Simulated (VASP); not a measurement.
# Al2InN3 (P4mm) in VASP: relaxation of cell and atoms with PBE

Aim: the relaxation of cell and atoms of Al2InN3 with PBE.

All numbers are computed with VASP 6.6.1; they aren't measurements. Logs are shortened: lines on timing, memory, paths and dates and some standing lists are left out, and cuts for length are marked.

**1. The structure**

Symmetry: P4mm, No. 99, tetragonal system. The conventional cell has a = 4.017 Å, b = 4.017 Å, c = 5.449 Å, α = 90.00°, β = 90.00°, γ = 90.00°. Al (site symmetry 4mm) has 5 N at 2.21 to 2.33 Å as nearest neighbours. Al (site symmetry 4mm) is surrounded by 1 In at 2.24 Å and 4 N at 2.55 Å. Around In (site symmetry 4mm) lie 1 Al at 2.24 Å. N (site symmetry 4mm) is surrounded by 1 Al at 2.33 Å and 4 N at 2.45 Å. Around N (site symmetry 2mm) lie 2 Al at 2.21 Å and 2 N at 2.45 Å.

The cell was built by a generator and needn't be a form met in nature.

**2. Relaxation of cell and atoms, PBE**

The input, INCAR:

```
ALGO = Fast
EDIFF = 1E-4
EDIFFG = -0.08
ENCUT = 520
GGA = PE
IBRION = 2
ISIF = 3
ISMEAR = 0
LASPH = True
LCHARG = False
LREAL = False
LWAVE = False
NELM = 60
NSW = 24
PREC = Normal
SIGMA = 0.15
```

The input, KPOINTS:

```
k-points
0
Gamma
  4 4 3
```

The input, POSCAR:

```
Al2InN3
1.0
    4.0170157800      0.0000000000      0.0000000000
    0.0000000000      4.0170157800      0.0000000000
    0.0000000000      0.0000000000      5.4487668900
Al In N
2 1 3
Direct
    0.5000000000      0.5000000000      0.8168422500
    0.0000000000      0.0000000000      0.9356842600
    0.0000000000      0.0000000000      0.3473740700
    0.5000000000      0.5000000000      0.3885572300
    0.0000000000      0.5000000000      0.6464306400
    0.5000000000      0.0000000000      0.6464306400
```

Potentials or basis: VASP PAW PBE potentials, release 64 (Al, In_d, N).

Command:

```bash
> cat potpaw_PBE.64/Al/POTCAR potpaw_PBE.64/In_d/POTCAR potpaw_PBE.64/N/POTCAR > POTCAR
> mpirun -np 1 vasp_std > vasp.out
```

OUTCAR:

```text
EDIFF = 1E-4
   EDIFFG = -0.08
   ENCUT = 520
   GGA = PE
   IBRION = 2
   ISIF = 3
   ISMEAR = 0
   LASPH = True
   LREAL = False
   NELM = 60
   NSW = 24
   PREC = Normal

 ion  position               nearest neighbor table
   1  0.500  0.500  0.817-   5 2.21   6 2.21   6 2.21   5 2.21   4 2.33   2 2.91   2 2.91   2 2.91
                             2 2.91
   2  0.000  0.000  0.936-   3 2.24   5 2.55   6 2.55   5 2.55   6 2.55   1 2.91   1 2.91   1 2.91
                             1 2.91   3 3.21
   3  0.000  0.000  0.347-   2 2.24   5 2.59   6 2.59   5 2.59   6 2.59   4 2.85   4 2.85   4 2.85
                             4 2.85   2 3.21
   4  0.500  0.500  0.389-   1 2.33   3 2.85   3 2.85   3 2.85   3 2.85
   5  0.000  0.500  0.646-   1 2.21   1 2.21   2 2.55   2 2.55   3 2.59   3 2.59
   6  0.500  0.000  0.646-   1 2.21   1 2.21   2 2.55   2 2.55   3 2.59   3 2.59

  LATTYP: Found a simple tetragonal cell.
 ALAT       =     4.0170157800
 C/A-ratio  =     1.3564215797

  Lattice vectors:

 A1 = (   4.0170157800,   0.0000000000,   0.0000000000)
 A2 = (   0.0000000000,   4.0170157800,   0.0000000000)
 A3 = (   0.0000000000,   0.0000000000,   5.4487668900)

Analysis of symmetry for initial positions (statically):
=====================================================================
 Subroutine PRICEL returns:
 Original cell was already a primitive cell.

 Routine SETGRP: Setting up the symmetry group for a
 simple tetragonal supercell.

 Subroutine GETGRP returns: Found  8 space group operations
 (whereof  8 operations were pure point group operations)
 out of a pool of 16 trial point group operations.

The static configuration has the point symmetry C_4v.

Analysis of symmetry for dynamics (positions and initial velocities):
=====================================================================
 Subroutine PRICEL returns:
 Original cell was already a primitive cell.

 Routine SETGRP: Setting up the symmetry group for a
 simple tetragonal supercell.

 Subroutine GETGRP returns: Found  8 space group operations
 (whereof  8 operations were pure point group operations)
 out of a pool of 16 trial point group operations.

The dynamic configuration has the point symmetry C_4v.

 Subroutine INISYM returns: Found  8 space group operations
 (whereof  8 operations are pure point group operations),
 and found     1 'primitive' translations

----------------------------------------------------------------------------------------

                                     Primitive cell

  volume of cell :      87.9236

  direct lattice vectors                    reciprocal lattice vectors
     4.017015780  0.000000000  0.000000000     0.248941019  0.000000000  0.000000000
     0.000000000  4.017015780  0.000000000     0.000000000  0.248941019  0.000000000
     0.000000000  0.000000000  5.448766890     0.000000000  0.000000000  0.183527763

  length of vectors
     4.017015780  4.017015780  5.448766890     0.248941019  0.248941019  0.183527763

  position of ions in fractional coordinates (direct lattice)
     0.500000000  0.500000000  0.816842250
     0.000000000  0.000000000  0.935684260
     0.000000000  0.000000000  0.347374070
     0.500000000  0.500000000  0.388557230
     0.000000000  0.500000000  0.646430640
     0.500000000  0.000000000  0.646430640

  ion indices of the primitive-cell ions
   primitive index   ion index
                 1           1
                 2           2
                 3           3
                 4           4
                 5           5
                 6           6

----------------------------------------------------------------------------------------

 KPOINTS: k-points

Automatic generation of k-mesh.
 Grid dimensions read from file:
 generate k-points for:    4    4    3

 Generating k-lattice:

  Cartesian coordinates                     Fractional coordinates (reciprocal lattice)
     0.062235255  0.000000000  0.000000000     0.250000000  0.000000000  0.000000000
     0.000000000  0.062235255  0.000000000     0.000000000  0.250000000  0.000000000
     0.000000000  0.000000000  0.061175921     0.000000000  0.000000000  0.333333333

  Length of vectors
     0.062235255  0.062235255  0.061175921

  Shift w.r.t. Gamma in fractional coordinates (k-lattice)
     0.000000000  0.000000000  0.000000000

 Subroutine IBZKPT returns following result:
 ===========================================

 Found     12 irreducible k-points:

 Following reciprocal coordinates:
            Coordinates               Weight
  0.000000  0.000000  0.000000      1.000000
  0.250000  0.000000  0.000000      4.000000
  0.500000  0.000000  0.000000      2.000000
  0.250000  0.250000  0.000000      4.000000
  0.500000  0.250000  0.000000      4.000000
  0.500000  0.500000  0.000000      1.000000
  0.000000  0.000000  0.333333      2.000000
  0.250000  0.000000  0.333333      8.000000
  0.500000  0.000000  0.333333      4.000000
  0.250000  0.250000  0.333333      8.000000
  0.500000  0.250000  0.333333      8.000000
  0.500000  0.500000  0.333333      2.000000
   k-points           NKPTS =     12   k-points in BZ     NKDIM =     12   number of bands    NBANDS=     21
   number of dos      NEDOS =    301   number of ions     NIONS =      6
   total plane-waves  NPLWV =  17280
   dimension x,y,z NGX =    24 NGY =   24 NGZ =   30
   dimension x,y,z NGXF=    48 NGYF=   48 NGZF=   60
   ions per type =               2   1   3
   NGX,Y,Z   is equivalent  to a cutoff of   9.93,  9.93,  9.15 a.u.
   NGXF,Y,Z  is equivalent  to a cutoff of  19.87, 19.87, 18.31 a.u.
 SYSTEM =  unknown system
   PREC   = normal    normal or accurate (medium, high low for compatibility)
   ISTART =      0    job   : 0-new  1-cont  2-samecut
   ICHARG =      2    charge: 1-file 2-atom 10-const
   ISPIN  =      1    spin polarized calculation?
   LNONCOLLINEAR =      F non collinear calculations
   LSORBIT =      F    spin-orbit coupling
   LASPH  =      T    aspherical Exc in radial PAW
   ENCUT  =  520.0 eV  38.22 Ry    6.18 a.u.   7.47  7.47 10.13*2*pi/ulx,y,z
   NELM   =     60;   NELMIN=  2; NELMDL= -5     # of ELM steps
   EDIFF  = 0.1E-03   stopping-criterion for ELM
   LREAL  =      F    real-space projection
   EDIFFG = -.8E-01   stopping-criterion for IOM
   NSW    =     24    number of steps for IOM
   IBRION =      2    ionic relax: 0-MD 1-quasi-New 2-CG
   NFREE  =      1    steps in history (QN), initial steepest desc. (CG)
   ISIF   =      3    stress and relaxation
   ISYM   =      2    0-nonsym 1-usesym 2-fastsym
   POTIM  = 0.5000    time-step for ionic-motion
   TEBEG  =    0.0;   TEEND  =   0.0 temperature during run
   PSTRESS=    0.0 pullay stress
   NELECT =      34.0000    total number of electrons
   NUPDOWN=      -1.0000    fix difference up-down
   EMIN   =  10.00;   EMAX   =-10.00  energy-range for DOS
   EFERMI =   0.00;   METHOD = LEGACY
   ISMEAR =     0;   SIGMA  =   0.15  broadening in eV -4-tet -1-fermi 0-gaus
   EFERMI_NEDOS =   21; number of points for ismear=-14 and -15
   IALGO  =     68    algorithm
   IMIX   =      4    mixing-type and parameters
     AMIX     =   0.40;   BMIX     =  1.00
     AMIX_MAG =   1.60;   BMIX_MAG =  1.00
  volume/ion in A,a.u.               =      14.65        98.89
  Fermi-wavevector in a.u.,A,eV,Ry     =   1.192704  2.253884 19.354873  1.422543
  Thomas-Fermi vector in A             =   2.328736
   LORBIT       =      0    0 simple, 1 ext, 2 COOP (PROOUT), +10 PAW based schemes
   GGA     = PE    functional components
   LHFCALC =     F    Hartree Fock is set to
   AEXX    =    0.0000 exact exchange contribution
   IVDW    =     0    specifies the selected vdW correction
   LEPSILON=     F    determine dielectric tensor
   LRPA    =     F    only Hartree local field effects (RPA)
 conjugate gradient relaxation of ions
 non-spin polarized calculation
 RMM-DIIS sequential band-by-band and
 Gauss-broadening in eV      SIGMA  =   0.15
  energy-cutoff  :      520.00
  volume of cell :       87.92
 maximum number of plane-waves:      2413
   NGX = 15   NGY = 15   NGZ = 21

--------------------------------------- Ionic step        1  -------------------------------------------

 number of electron      33.9999973 magnetization

 Free energy of the ion-electron system (eV)
  ---------------------------------------------------
  ext. energy  EPLUGINS =         0.00000000
  ---------------------------------------------------
  free energy    TOTEN  =       -26.88533571 eV

  energy without entropy =      -26.82855973  energy(sigma->0) =      -26.85694772

------------------------ aborting loop because EDIFF is reached ----------------------------------------

  FORCE on cell =-STRESS in cart. coord.  units (eV):
  Direction    XX          YY          ZZ          XY          YZ          ZX
  --------------------------------------------------------------------------------------
  -------------------------------------------------------------------------------------
  Total       -6.0515223     -6.0515223     -4.0046665      0.0000000     -0.0000000      0.0000000
  in kB     -110.2731839   -110.2731839    -72.9745843      0.0000000     -0.0000000      0.0000000
  external PRESSURE =     -97.8403174 kB  Pullay stress =       0.0000000 kB
[... 101 lines left out ...]
  FREE ENERGIE OF THE ION-ELECTRON SYSTEM (eV)
  ---------------------------------------------------
  free  energy   TOTEN  =       -30.3969452417 eV

  energy  without entropy=      -30.3509149149  energy(sigma->0) =      -30.37393008

[... ionic steps 4 to 18 ...]

--------------------------------------- Ionic step       19  -------------------------------------------

 number of electron      33.9999987 magnetization

------------------------ aborting loop because EDIFF is reached ----------------------------------------

  FORCE on cell =-STRESS in cart. coord.  units (eV):
  Direction    XX          YY          ZZ          XY          YZ          ZX
  --------------------------------------------------------------------------------------
  -------------------------------------------------------------------------------------
  Total       -0.0143929     -0.0143929      0.1147813      0.0000000      0.0000000      0.0000000
  in kB       -0.2729206     -0.2729206      2.1765038      0.0000000      0.0000000      0.0000000
  external PRESSURE =       0.5435542 kB  Pullay stress =       0.0000000 kB
[... 65 lines left out ...]
  energy  without entropy=      -35.5452180372  energy(sigma->0) =      -35.56093122

--------------------------------------- Ionic step       21  -------------------------------------------

 number of electron      33.9999975 magnetization

 Free energy of the ion-electron system (eV)
  ---------------------------------------------------
  ext. energy  EPLUGINS =         0.00000000
  ---------------------------------------------------
  free energy    TOTEN  =       -35.57788290 eV

  energy without entropy =      -35.54541939  energy(sigma->0) =      -35.56165115

 E-fermi :   5.3047     XC(G=0): -10.0720

 val. band max:        5.1859791812   @ k =   0.5000   0.2500   0.3333
 cond. band min:       5.3265077859   @ k =   0.5000   0.5000   0.0000
 fundamental gap:      0.1405286046
 Fermi energy:         5.3046826920

 k-point     1 :       0.0000    0.0000    0.0000
  band No.  band energies     occupation
      1     -10.6854      2.00000
      2      -9.2663      2.00000
      3      -8.9210      2.00000
      4      -8.9210      2.00000
      5      -8.8782      2.00000
      6      -8.7089      2.00000
[... 310 lines left out ...]
  FREE ENERGIE OF THE ION-ELECTRON SYSTEM (eV)
  ---------------------------------------------------
  free  energy   TOTEN  =       -35.5778829035 eV

  energy  without entropy=      -35.5454193893  energy(sigma->0) =      -35.56165115

 reached required accuracy - stopping structural energy minimisation
```

Run time: 2.8 min. Hardware: 1 thread of Intel Xeon Platinum 8259CL at 2.50GHz (Skylake/Cascade Lake), shared host; peak memory 0.16 GiB.

Results:

```
Free energy                            : -35.5779 eV
Relaxed volume                         : 14.12 Å³/atom
Relaxed cell                           : a = 3.642 Å, b = 3.642 Å, c = 6.387 Å, α = 90.00°, β = 90.00°, γ = 90.00°
Space group after relaxing (to 0.05 Å) : P4mm (No. 99)
Energy gained by relaxing              : 1448.8 meV/atom
Ionic steps                            : 21
Pressure after relaxing                : -0.1 GPa
Largest force after relaxing           : 0.064 eV/Å
Band gap on the k mesh                 : none (metal or under the smearing width)
```

Forces on the atoms (eV/Å):
```
Al   0.000  0.000 -0.009
Al   0.000  0.000 -0.044
In   0.000  0.000  0.064
N    0.000  0.000 -0.020
N    0.000  0.000  0.005
N    0.000  0.000  0.005
```

Step by step:
```
step  energy change (eV)  largest force (eV/Å)  pressure (GPa)  volume (Å³)
   1              0.0000                7.1279           -9.78        87.92
   2             -3.4922                3.9140            0.90        77.01
   3             -3.5116                4.2923            3.97        76.00
   4             -5.9957                4.6096            9.58        74.22
   5             -6.5007                5.1171           13.30        73.28
   6             -8.1165                1.1386           -2.79        80.09
   7             -8.1141                1.8870           -6.55        83.01
   8             -8.1528                1.5910           -5.19        81.65
   9             -8.4305                1.2830            2.31        78.47
  10             -8.4397                1.2007            4.95        77.65
  11             -8.5880                0.7230            2.89        79.77
  12             -8.6573                0.4284            1.22        82.13
  13             -8.6581                0.5232            0.80        82.52
  14             -8.6762                0.2775           -0.19        83.63
  15             -8.6770                0.3086           -0.45        83.90
  16             -8.6851                0.1486            0.35        83.79
  17             -8.6871                0.1015            0.96        83.69
  18             -8.6913                0.1283           -0.04        84.53
  19             -8.6913                0.1334            0.05        84.49
  20             -8.6913                0.1373            0.16        84.51
  21             -8.6925                0.0640           -0.14        84.73
```

Final structure:
```yaml
crystal:
  lattice:
    - [3.64234, 0.00000, 0.00000]
    - [0.00000, 3.64234, 0.00000]
    - [0.00000, 0.00000, 6.38666]
  atoms:
    - { symbol: Al, position: [0.50000, 0.50000, 0.67573] }
    - { symbol: Al, position: [0.00000, 0.00000, 0.84564] }
    - { symbol: In, position: [0.00000, 0.00000, 0.32426] }
    - { symbol: N, position: [0.50000, 0.50000, 0.37180] }
    - { symbol: N, position: [0.00000, 0.50000, 0.78194] }
    - { symbol: N, position: [0.50000, 0.00000, 0.78194] }
```

Caveat: the k mesh is coarse (spacing up to 0.39 Å⁻¹), so the values aren't converged; this functional lacks dispersion, which binds the layers, so the pressure and a relaxed spacing across them are unreliable; the relaxation stopped at a loose force limit of 0.08 eV/Å, so its end isn't a converged minimum.
